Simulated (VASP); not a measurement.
Method: PBE GGA, VASP's PBE PAW potentials (set 64) (plane waves; VASP).

The input files of a VASP run:

**KPOINTS**
```
Automatic mesh
0
Gamma
8 8 8
0 0 0
```

### POSCAR
```
GaP
1
    0.0000000000     2.7667798021     2.7667798021
    2.7667798021     0.0000000000     2.7667798021
    2.7667798021     2.7667798021    -0.0000000000
Ga P
1 1
Direct
  0.0000000000   0.0000000000   0.0000000000
  0.2500000000   0.2500000000   0.2500000000
```

**INCAR**
```
SYSTEM=GaP
PREC=Accurate; ENCUT=480; LREAL=.FALSE.
LASPH=.TRUE.
EDIFF=1E-6; NELM=100; ALGO=Normal
LMAXMIX=4
ISMEAR=0; SIGMA=0.05
GGA=PE
IBRION=2; NSW=60; ISIF=3
EDIFFG=-0.01
LWAVE=.FALSE.; LCHARG=.FALSE.
```

POTCAR, in this order: Ga P (PBE.64 set). Program: vasp_std.

The run wrote:

OSZICAR:
```
       N       E                     dE             d eps       ncg     rms          rms(c)
DAV:   1     0.156502694031E+02    0.15650E+02   -0.34302E+03   464   0.796E+02
DAV:   2    -0.884858594595E+01   -0.24499E+02   -0.23634E+02   744   0.955E+01
DAV:   3    -0.937089568347E+01   -0.52231E+00   -0.52231E+00   568   0.178E+01
DAV:   4    -0.937271363550E+01   -0.18180E-02   -0.18180E-02   728   0.117E+00
DAV:   5    -0.937271497474E+01   -0.13392E-05   -0.13392E-05   600   0.330E-02    0.481E+00
DAV:   6    -0.914506276329E+01    0.22765E+00   -0.53956E-01   512   0.336E+00    0.298E+00
DAV:   7    -0.910641288561E+01    0.38650E-01   -0.16928E-01   632   0.213E+00    0.117E+00
DAV:   8    -0.910491138132E+01    0.15015E-02   -0.13561E-02   552   0.715E-01    0.120E-01
DAV:   9    -0.910506279486E+01   -0.15141E-03   -0.49973E-04   680   0.163E-01    0.776E-02
DAV:  10    -0.910524641022E+01   -0.18362E-03   -0.28119E-04   552   0.124E-01    0.177E-02
DAV:  11    -0.910524661632E+01   -0.20610E-06   -0.16268E-05   672   0.203E-02    0.582E-03
DAV:  12    -0.910524782099E+01   -0.12047E-05   -0.21773E-06   512   0.119E-02    0.149E-03
DAV:  13    -0.910524798571E+01   -0.16472E-06   -0.66510E-08   296   0.158E-03
   1 F= -.91052480E+01 E0= -.91052480E+01  d E =-.910525E+01
```

### OUTCAR
```
------------------------ aborting loop because EDIFF is reached ----------------------------------------
  FORCE on cell =-STRESS in cart. coord.  units (eV):
  Direction    XX          YY          ZZ          XY          YZ          ZX
  --------------------------------------------------------------------------------------
  Total        0.0009174      0.0009174      0.0009174      0.0000000      0.0000000      0.0000000
  in kB        0.0346976      0.0346976      0.0346976      0.0000000      0.0000000      0.0000000
  external PRESSURE =       0.0346976 kB  Pullay stress =       0.0000000 kB
  volume of cell :       42.36
      direct lattice vectors                 reciprocal lattice vectors
     0.000000000  2.766779802  2.766779802    -0.180715502  0.180715502  0.180715502
     2.766779802  0.000000000  2.766779802     0.180715502 -0.180715502  0.180715502
     2.766779802  2.766779802  0.000000000     0.180715502  0.180715502 -0.180715502
  FREE ENERGIE OF THE ION-ELECTRON SYSTEM (eV)
  ---------------------------------------------------
  free  energy   TOTEN  =        -9.1052479857 eV

  energy  without entropy=       -9.1052479857  energy(sigma->0) =       -9.10524799

 reached required accuracy - stopping structural energy minimisation
```
(Selected blocks of OUTCAR.)

The structure comes from a computed database's GaP entry (F-43m); how it stands against other phases isn't given here. It was relaxed first. The start is the result of an earlier pass.
